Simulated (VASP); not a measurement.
Output of a VASP run:

File OSZICAR:
```
       N       E                     dE             d eps       ncg     rms          rms(c)
DAV:   1     0.115260164562E+03    0.11526E+03   -0.12656E+04  1200   0.148E+03
DAV:   2    -0.310478618919E+02   -0.14631E+03   -0.14141E+03  1564   0.360E+02
DAV:   3    -0.374346376259E+02   -0.63868E+01   -0.63612E+01  1446   0.674E+01
DAV:   4    -0.374952600487E+02   -0.60622E-01   -0.60602E-01  1542   0.722E+00
DAV:   5    -0.374957125398E+02   -0.45249E-03   -0.45247E-03  1468   0.605E-01    0.581E+01
DAV:   6    -0.324127727152E+02    0.50829E+01   -0.23059E+01  1266   0.378E+01    0.480E+01
DAV:   7    -0.323036124084E+02    0.10916E+00   -0.90746E-01  1446   0.890E+00    0.308E+01
DAV:   8    -0.322696331444E+02    0.33979E-01   -0.14858E-01  1432   0.410E+00    0.106E+01
DAV:   9    -0.322651949279E+02    0.44382E-02   -0.14066E-02  1476   0.998E-01    0.163E+00
DAV:  10    -0.322626751862E+02    0.25197E-02   -0.54098E-03  1386   0.717E-01    0.876E-01
DAV:  11    -0.322626935107E+02   -0.18324E-04   -0.63511E-04  1512   0.212E-01    0.586E-02
DAV:  12    -0.322627119014E+02   -0.18391E-04   -0.21670E-05  1468   0.410E-02    0.871E-02
DAV:  13    -0.322627165546E+02   -0.46532E-05   -0.18943E-05  1512   0.354E-02    0.353E-02
DAV:  14    -0.322627161124E+02    0.44215E-06   -0.40137E-06  1386   0.164E-02
   1 F= -.32262716E+02 E0= -.32262716E+02  d E =-.225004E-17  mag=     0.0000     0.0000     0.0000
       N       E                     dE             ncg
       N       E                     dE             ncg
       N       E                     dE             ncg
```

### OUTCAR
```
------------------------ aborting loop because EDIFF is reached ----------------------------------------
  FORCE on cell =-STRESS in cart. coord.  units (eV):
  Direction    XX          YY          ZZ          XY          YZ          ZX
  --------------------------------------------------------------------------------------
  Total        0.0030880      0.0030880      0.0030880     -0.0000000     -0.0000000      0.0000000
  in kB        0.1563503      0.1563503      0.1563503     -0.0000000     -0.0000000      0.0000000
  external PRESSURE =       0.1563503 kB  Pullay stress =       0.0000000 kB
  volume of cell :       31.64
      direct lattice vectors                 reciprocal lattice vectors
     0.000000000  2.510463063  2.510463063    -0.199166444  0.199166444  0.199166444
     2.510463063  0.000000000  2.510463063     0.199166444 -0.199166444  0.199166444
     2.510463063  2.510463063  0.000000000     0.199166444  0.199166444 -0.199166444
 POSITION                                       TOTAL-FORCE (eV/Angst)
 -----------------------------------------------------------------------------------
      0.00000      0.00000      0.00000        -0.000000     -0.000000     -0.000000
      1.25523      1.25523      1.25523         0.000000     -0.000000     -0.000000
      3.76569      3.76569      3.76569        -0.000000      0.000000      0.000000
 -----------------------------------------------------------------------------------
    total drift:                                0.000000      0.000000      0.000000
  FREE ENERGIE OF THE ION-ELECTRON SYSTEM (eV)
  ---------------------------------------------------
  free  energy   TOTEN  =       -32.2627161124 eV

  energy  without entropy=      -32.2627161124  energy(sigma->0) =      -32.26271611

 Ion:    1  E_soc:     -1.2394248

 Ion:    2  E_soc:     -0.0005259

 Ion:    3  E_soc:     -0.0005259
```
(Selected blocks of OUTCAR.)

### POSCAR
```
HfO2
1
    0.0000000000     2.5104630632     2.5104630632
    2.5104630632     0.0000000000     2.5104630632
    2.5104630632     2.5104630632     0.0000000000
Hf O
1 2
Direct
  0.0000000000   0.0000000000   0.0000000000
  0.2500000000   0.2500000000   0.2500000000
  0.7500000000   0.7500000000   0.7500000000
```

### Question
Write an INCAR and KPOINTS that could have produced this output.

### Answer
This is not unique; one that fits is the input of the run itself, PBEsol GGA with spin-orbit coupling, plane waves, VASP's PBE PAW potentials (set 64).

**KPOINTS**
```
Regular mesh
0
Gamma
7 7 7
```

KPOINTS_OPT:
```
k-points along high-symmetry lines
8
Line-mode
Reciprocal
  0.000000   0.000000   0.000000 ! GAMMA
  0.500000   0.000000   0.500000 ! X

  0.500000   0.000000   0.500000 ! X
  0.625000   0.250000   0.625000 ! U

  0.375000   0.375000   0.750000 ! K
  0.000000   0.000000   0.000000 ! GAMMA

  0.000000   0.000000   0.000000 ! GAMMA
  0.500000   0.500000   0.500000 ! L

  0.500000   0.500000   0.500000 ! L
  0.500000   0.250000   0.750000 ! W

  0.500000   0.250000   0.750000 ! W
  0.500000   0.000000   0.500000 ! X
```

**INCAR**
```
! general
SYSTEM    =HfO2
PREC      =Accurate
ENCUT     =520
LREAL     =F
LASPH     =T

! electronic loop
EDIFF     =1E-6
NELM      =100
ALGO      =Normal
LMAXMIX   =6

! smearing
ISMEAR    =0
SIGMA     =0.05

! functional
GGA       =PS
GGA_COMPAT=F

! spin
MAGMOM    =0 0 0 0 0 0 0 0 0
LSORBIT   =T

! output
LWAVE     =F
LCHARG    =F
```

POTCAR, in this order: Hf_pv O (PBE.64 set). Program: vasp_ncl.

The compound is HfO2 in the fluorite structure, the high-temperature cubic form, which is unstable at 0 K; the monoclinic form is the stable one. It was relaxed first.
